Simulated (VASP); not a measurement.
Consider the following.

```yaml
crystal:
  lattice:
    - [2.89625, 0.00000, 0.00000]
    - [0.00000, 2.89625, 0.00000]
    - [0.00000, 0.00000, 2.89625]
  atoms:
    - { symbol: Be, position: [0.00000, 0.00000, 0.00000] }
    - { symbol: S, position: [0.50000, 0.50000, 0.50000] }
```

These are PBEsol GGA, VASP's PBE PAW potentials (set 64) (plane waves; VASP) values and carry that method's errors. Settings: 400 eV cut-off, 14×14×14 Γ-centred mesh, tetrahedra with Blöchl corrections, potentials Be S.

Q: What does the run give for the energy per atom (σ→0), band gap (on the k-mesh) with the smallest direct gap where there is one?

A: 
```json
{
 "band gap (on the k-mesh)": "none (metal, semimetal or under 0.01 eV)",
 "energy per atom (σ→0)": "-3.866 eV/atom"
}
```

The structure was generated: BeS was put into the CsCl type type (Pm-3m), which need not be its known phase. It was relaxed first, which changed the volume by +36 %.
